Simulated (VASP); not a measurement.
An input for Ansatz (written as the equivalent of a VASP run, and not itself run):

Ansatz 0.2 input:
```yaml
crystal:
  lattice:
    - [0.0000000, 2.5586121, 2.5586121]
    - [2.5586121, 0.0000000, 2.5586121]
    - [2.5586121, 2.5586121, 0.0000000]
  atoms:
    - { symbol: Na, position: [0.0000000, 0.0000000, 0.0000000] }
    - { symbol: Cl, position: [0.5000000, 0.5000000, 0.5000000] }
kpoints:
  mp_grid: { grid: [9, 9, 9] }
hamiltonian:
  xc: lda
  pseudopotentials: { kind: paw }
scf:
  occupations: { method: gaussian, width: 0.05 }
  max_iter: 100
relax:
  max_steps: 40
  f_tol: 0.02
  cell: { p_target: 10 }
output: { forces: true, stress: true, eigenvalues: true }
```

Problem. Translate this input to VASP (INCAR, KPOINTS, POSCAR, choice of POTCAR).

Solution. Several could match; the one computed here: 
File KPOINTS:
```
Regular mesh
0
G
  9 9 9
0 0 0
```

**INCAR**
```
SYSTEM = NaCl
PREC = Accurate
ENCUT = 500
EDIFF = 1E-6
NELM = 100
ALGO = Normal
LREAL = .FALSE.
LASPH = .TRUE.
ISMEAR = 0
SIGMA = 0.05
LWAVE = .FALSE.
LCHARG = .FALSE.
IBRION = 2
ISIF = 3
NSW = 40
EDIFFG = -0.02
PSTRESS = 100
```

**POSCAR**
```
NaCl
1.0
  0.0000000000   2.5586121379   2.5586121379
  2.5586121379   0.0000000000   2.5586121379
  2.5586121379   2.5586121379   0.0000000000
Na Cl
1 1
Cartesian
  0.0000000000   0.0000000000   0.0000000000
  2.5586121379   2.5586121379   2.5586121379
```

POTCAR, in this order: Na_pv Cl (LDA.64 set). Program: vasp_std.

Limits of the translation: each code has its own PAW files, so the cut-off isn't converted (ENCUT is set for VASP's; basis.ecutwfc is left out, and Ansatz then takes the one that its files recommend); Ansatz stops its SCF on the density residual and VASP on the energy change (EDIFF); Ansatz's lda is the Perdew-Wang form, while the LDA potentials of VASP carry Perdew-Zunger's.

The compound is NaCl in the rock salt structure. It was relaxed first under an external pressure of 10 GPa.
